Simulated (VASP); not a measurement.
Consider the following.

```xyz
3
Lattice="0.0000 3.4827 3.4827 3.4827 0.0000 3.4827 3.4827 3.4827 0.0000" Properties=species:S:1:pos:R:3 pbc="T T T"
Yb     0.0000     0.0000     0.0000
Ge     1.7413     1.7413     1.7413
Ge     5.2240     5.2240     5.2240
```

All values below come from PBE GGA, VASP's PBE PAW potentials (set 64) (plane waves; VASP 6.6.1). Numerical set-up: 400 eV cut-off, 6×6×6 Γ-centred mesh, first-order Methfessel-Paxton smearing of 0.10 eV, potentials Yb_2 Ge_d.

The 4f electrons are frozen in the core of the lanthanide potential, so 4f levels, which can set the real gap, and their magnetism are missing.

Task: Give the stress tensor in GPa (positive for a compressed cell).

Result: 
```
-4.49   0.00   0.00
 0.00  -4.49   0.00
 0.00   0.00  -4.49
```
The pressure is its mean diagonal, -4.49 GPa.

The structure was generated: YbGe2 was put into the fluorite type (Fm-3m), which need not be its known phase. The cell was not relaxed at this level.
